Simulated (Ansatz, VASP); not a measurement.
# NiS in two plane-wave programs, part 3 of 3

One calculation is typed for both programs; each brings its own data sets. How far apart do they land? The cell is taken from a series of runs on this material, whose earlier steps may have relaxed, scaled, displaced or heated it; both programs get it as it stands.

VASP 6.6.1 and Ansatz 0.2.0.

So far: Set-up; Ansatz: single point, LDA, DFT+U, pair 1; VASP: single point, LDA, DFT+U, pair 1; Differences.

**5. Ansatz: single point, LDA, DFT+U, pair 2**

Level of this step: Ansatz beside VASP: Kohn-Sham DFT, plane waves, LDA, DFT+U (Ansatz).

With cell and atoms fixed, the geometry can't cause a difference; cores, projectors, grids and the points listed under the comparison can.

The cell is taken from a series of runs on this material, whose earlier steps may have relaxed, scaled, displaced or heated it; both programs get it as it stands.

The input, input.yaml:

```yaml
crystal:
  lattice:
    - [-3.425, 0.0, 0.0]
    - [0.0, 0.0, -5.34]
    - [0.0, -5.932274016, 0.0]
  atoms:
    - { symbol: Ni, position: [0.5, 0.0, 0.5], spin: 2.0 }
    - { symbol: Ni, position: [0.0, 0.0, 0.0], spin: -2.0 }
    - { symbol: Ni, position: [0.5, 0.5, 0.5], spin: -2.0 }
    - { symbol: Ni, position: [0.0, 0.5, 0.0], spin: 2.0 }
    - { symbol: S, position: [0.500000001, 0.75, 0.166666666] }
    - { symbol: S, position: [0.0, 0.75, 0.666666666] }
    - { symbol: S, position: [0.0, 0.25, 0.333333334] }
    - { symbol: S, position: [0.499999999, 0.25, 0.833333334] }
magnetization:
  spin_polarized: true
kpoints:
  mp_grid: { grid: [8, 5, 5] }
hamiltonian:
  xc: lda
  hubbard:
    sites:
      - { species: Ni, l: d, u_eff: 6.6 }
      - { site: 0, l: d, u_eff: 6.6, starting_ns: [{ spin: up, occupation_matrix: ni1_major }, { spin: down, occupation_matrix: ni1_minor }] }
      - { site: 1, l: d, u_eff: 6.6, starting_ns: [{ spin: up, occupation_matrix: ni1_minor }, { spin: down, occupation_matrix: ni1_major }] }
      - { site: 2, l: d, u_eff: 6.6, starting_ns: [{ spin: up, occupation_matrix: ni2_minor }, { spin: down, occupation_matrix: ni2_major }] }
      - { site: 3, l: d, u_eff: 6.6, starting_ns: [{ spin: up, occupation_matrix: ni2_major }, { spin: down, occupation_matrix: ni2_minor }] }
    projectors: ortho-atomic
    occupation_matrices:
      ni1_major:
        matrix:
          - [0.984, 0.0, 0.0, 0.001, 0.0]
          - [0.0, 0.937, -0.005, -0.004, -0.036]
          - [0.0, -0.005, 0.969, -0.012, -0.004]
          - [0.001, -0.004, -0.012, 0.977, -0.002]
          - [0.0, -0.036, -0.004, -0.002, 0.962]
      ni1_minor:
        matrix:
          - [0.978, 0.003, -0.012, -0.008, 0.003]
          - [0.003, 0.856, 0.061, 0.043, -0.089]
          - [-0.012, 0.061, 0.494, -0.357, 0.035]
          - [-0.008, 0.043, -0.357, 0.717, 0.027]
          - [0.003, -0.089, 0.035, 0.027, 0.92]
      ni2_major:
        matrix:
          - [0.984, 0.0, 0.0, -0.001, -0.001]
          - [0.0, 0.965, 0.011, -0.008, 0.015]
          - [0.0, 0.011, 0.941, 0.033, -0.008]
          - [-0.001, -0.008, 0.033, 0.963, 0.005]
          - [-0.001, 0.015, -0.008, 0.005, 0.975]
      ni2_minor:
        matrix:
          - [0.978, -0.012, -0.003, 0.002, 0.008]
          - [-0.012, 0.532, -0.126, 0.101, 0.324]
          - [-0.003, -0.126, 0.818, 0.122, 0.092]
          - [0.002, 0.101, 0.122, 0.892, -0.075]
          - [0.008, 0.324, 0.092, -0.075, 0.744]
scf:
  occupations: { method: fermi_dirac, width: 0.05 }
output:
  eigenvalues: true
```

Started as:

```sh
> ansatz run input.yaml --threads 4 --pin off --max-ram 8192MiB --backend cpu --events-out ev --progress --plain --runs-dir out
```

Numbers of over 12 decimals in the logs are rounded to 6 here.

The program printed:

```text
[...]
Crystal: 8 atoms, lattice volume = 108.498 Å³
Basis set: ecut = 420 eV, 2157 PW (Γ)
Bands: 63, of which v1, the nominal top of the filled ones, is band 48 counted from 1 (47 counted from 0)
Symmetry: 2 space group operations
k-points: 101 of 200
[...]
Starting moments: Σ|m| = 8 μB on 4 of 8 sites
[...]
k-point 1 ↑: bands = [... 44 lower, 10.7590, 11.2895, 11.9442, 12.0705, 13.2222, 14.1452, 14.2535, 14.2677, ... 11 higher]
  k-point 2 ↑: bands = [... 44 lower, 10.5427, 10.9329, 11.7888, 11.8700, 13.7080, 14.0544, 14.1261, 14.1829, ... 11 higher]
  k-point 100 ↓: bands = [... 44 lower, 9.6251, 10.1635, 11.8371, 12.3005, 12.8204, 12.9905, 14.1438, 14.3924, ... 11 higher]
Occupation matrices written to <dir>
[key lines of the parts left out:]
SCF converged after 34 iterations
Magnetization: 0.0000 μB (48.0000 up, 48.0000 down)
Free energy (F): -26563.966717 eV
Fermi energy:    12.492636 eV
```

**6. VASP: single point, LDA, DFT+U, pair 2**

The same cell, functional (in two slightly different forms), mesh and smearing now go to VASP, with its own data sets.

The input, INCAR:

```
SYSTEM = NiS
PREC = Accurate
ENCUT = 520
EDIFF = 1E-06
NELM = 200
ISMEAR = -1
SIGMA = 0.05
LREAL = .FALSE.
ALGO = Normal
GGA = PW92
NBANDS = 44
ISPIN = 2
MAGMOM = 1.31 -1.31 -1.31 1.31 0 -0 -0 0
LDAU = .TRUE.
LDAUTYPE = 2
LDAUL = 2 -1
LDAUU = 6.6 0
LDAUJ = 0 0
LDAUPRINT = 1
LASPH = .TRUE.
LMAXMIX = 4
LORBIT = 11
LWAVE = .FALSE.
LCHARG = .FALSE.
ISIF = 2
GGA_COMPAT = .FALSE.
KPAR = 2
```

The input, POSCAR:

```
NiS
1.0
   -3.4250000000      0.0000000000      0.0000000000
    0.0000000000      0.0000000000     -5.3400000000
    0.0000000000     -5.9322740160      0.0000000000
Ni S
4 4
Direct
    0.5000000000      0.0000000000      0.5000000000
    0.0000000000      0.0000000000      0.0000000000
    0.5000000000      0.5000000000      0.5000000000
    0.0000000000      0.5000000000      0.0000000000
    0.5000000000      0.7500000000      0.1666666660
    0.0000000000      0.7500000000      0.6666666660
    0.0000000000      0.2500000000      0.3333333340
    0.5000000000      0.2500000000      0.8333333340
```

The input, KPOINTS:

```
Automatic mesh
0
Gamma
8 5 5
0 0 0
```

PAW data sets: Ni and S (LDA family, release 64).

Started as:

```sh
> mpirun -np 2 vasp_std
```

The program printed:

```text
[banner, memory and clock lines left out]
running    2 mpi-ranks, on    1 nodes
[...]
[... a notice as in an earlier step ...]

 LDA part: xc-table for (Slater(with rela. corr.)+PW92), standard interpolation
 POSCAR, INCAR and KPOINTS ok, starting setup
[...]
entering main loop
       N       E                     dE             d eps       ncg     rms          rms(c)
DAV:   1     0.538440566353E+03    0.53844E+03   -0.28335E+04  7920   0.173E+03
DAV:   2     0.383366050243E+02   -0.50010E+03   -0.47429E+03  7928   0.390E+02
DAV:   3    -0.293972756890E+02   -0.67734E+02   -0.64018E+02  8424   0.159E+02
DAV:   4    -0.329247181437E+02   -0.35274E+01   -0.34534E+01  9756   0.342E+01
[...]
DAV:  21    -0.352285300242E+02   -0.17668E-05   -0.21733E-06  6168   0.192E-02    0.300E-03
DAV:  22    -0.352285312362E+02   -0.12120E-05   -0.16759E-06  5624   0.185E-02    0.219E-03
DAV:  23    -0.352285321232E+02   -0.88693E-06   -0.13579E-06  6104   0.178E-02
   1 F= -.35228532E+02 E0= -.35228509E+02  d E =-.459294E-04  mag=    -0.0000
```

From OUTCAR (step 6):

```text
  Total       -2.0315831     -2.1299601     -1.5309661      0.0000000      0.0000000      0.0000000
  in kB      -30.0000606    -31.4527785    -22.6075304      0.0000000      0.0000000      0.0000000
  external PRESSURE =     -28.0201232 kB  Pullay stress =       0.0000000 kB

 POSITION                                       TOTAL-FORCE (eV/Angst)
 -----------------------------------------------------------------------------------
     -1.71250     -2.96614      0.00000        -0.000000      0.000000     -0.000000
      0.00000      0.00000      0.00000        -0.000000      0.000000      0.000000
     -1.71250     -2.96614     -2.67000         0.000000      0.000000     -0.000000
      0.00000      0.00000     -2.67000         0.000000      0.000000      0.000000
     -1.71250     -0.98871     -4.00500         0.000000      0.156366      0.000000
      0.00000     -3.95485     -4.00500         0.000000      0.156366      0.000000
      0.00000     -1.97742     -1.33500         0.000000     -0.156366      0.000000
     -1.71250     -4.94356     -1.33500         0.000000     -0.156366      0.000000
 -----------------------------------------------------------------------------------
    total drift:                               -0.000000     -0.000000      0.000000

  FREE ENERGIE OF THE ION-ELECTRON SYSTEM (eV)
  ---------------------------------------------------
  free  energy   TOTEN  =       -35.2285321232 eV

  energy  without entropy=      -35.2284861938  energy(sigma->0) =      -35.22850916

 magnetization (x)
# of ion       s       p       d       tot
------------------------------------------
    1        0.008   0.006   1.431   1.444
    2       -0.008  -0.006  -1.431  -1.444
    3       -0.008  -0.006  -1.431  -1.444
    4        0.008   0.006   1.431   1.444
    5        0.000   0.000   0.000   0.000
    6        0.000   0.000   0.000   0.000
    7        0.000   0.000   0.000   0.000
    8        0.000   0.000   0.000   0.000
--------------------------------------------------
tot          0.000   0.000   0.000   0.000

[... 1 part as in an earlier step ...]

[... 2 further parts left out ...]
[key lines of the parts left out:]
E-fermi :   8.1750
```

The run ends at a pressure of -2.80 GPa, with forces up to 0.16 eV/Å.

**7. Comparison**

What differs besides the data sets and the points named for the pairs above, as far as they apply: the data sets hold 96 valence electrons in Ansatz (on its default PAW (the set named soft_2) files) and 64 in VASP. Total energies have different zeros and are not compared.

Both answers:

```tsv
quantity	Ansatz	VASP	difference
moment on Ni1 (μB)	1.30	1.44	-0.14
moment on Ni2 (μB)	-1.30	-1.44	+0.14
moment on Ni3 (μB)	-1.30	-1.44	+0.14
moment on Ni4 (μB)	1.30	1.44	-0.14
```

**8. Summary of results**

```
difference in total moment (single point, LDA, DFT+U, pair 1)  : -4.0 μB
difference in moment on Ni1 (single point, LDA, DFT+U, pair 2) : -0.14 μB
```

**Reading.** The difference in total moment is -4.0 μB (single point, LDA, DFT+U, pair 1). The data sets hold unlike numbers of valence electrons (96 in Ansatz and 64 in VASP), so part of the differences comes from the potentials. The runs of the single point, LDA, DFT+U, pair 1 pair ended with unlike moments, so it says little about numerical agreement. What causes the difference of the single point, LDA, DFT+U, pair 1 pair stays open here. How closely two codes agree says nothing of how well the functional describes the real material.

[Lines on the potential files, build, host, timing and source positions are cut from VASP's logs without a mark.]

[Logs are printed without paths, hosts, clocks, repeated set-up lines and the standing remarks that a program may print on its own settings, such as how far it seeks lower states.]

[Hosts, paths, dates, database ids (printed as entryN), source tags and the programs' standing remarks are cut or masked in the printed files.]
